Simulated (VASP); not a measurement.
Given:

```xyz
3
Lattice="0.0000 2.6655 2.6655 2.6655 0.0000 2.6655 2.6655 2.6655 0.0000" Properties=species:S:1:pos:R:3 pbc="T T T"
Co     0.0000     0.0000     0.0000
Si     1.3328     1.3328     1.3328
Si     3.9983     3.9983     3.9983
```

All values below come from vdW-DF-cx, VASP's PBE PAW potentials (set 64) (plane waves; VASP). Run with 520 eV cut-off, Gaussian smearing of 0.050 eV, potentials Co Si.

Task: Give the energies of bands 2 to 11 at the high-symmetry points, in eV from the Fermi level.

Result: 
| band | Γ | X | U | L | W |
|---|---|---|---|---|---|
| 2 | -4.11 | -7.25 | -8.06 | -9.27 | -8.10 |
| 3 | -4.11 | -6.42 | -6.63 | -3.62 | -6.12 |
| 4 | -4.11 | -3.66 | -3.88 | -3.62 | -6.00 |
| 5 | -1.93 | -3.66 | -3.43 | -2.19 | -2.31 |
| 6 | -1.93 | -1.98 | -2.25 | -1.64 | -2.31 |
| 7 | 0.99 | -1.98 | -1.78 | -1.64 | -1.97 |
| 8 | 3.48 | -1.93 | -1.23 | -0.44 | -1.46 |
| 9 | 3.48 | -1.34 | -0.96 | -0.44 | -0.67 |
| 10 | 3.50 | 1.67 | 2.05 | 2.78 | 3.74 |
| 11 | 3.50 | 2.94 | 5.01 | 3.49 | 3.74 |

It has no gap at this level: it comes out as a metal or semimetal.

The compound is CoSi2 in the fluorite structure. It was relaxed first. The run is not spin-polarised, so no magnetic state was tried. The electron count is odd and the run is not spin-polarised, which forces a metal.
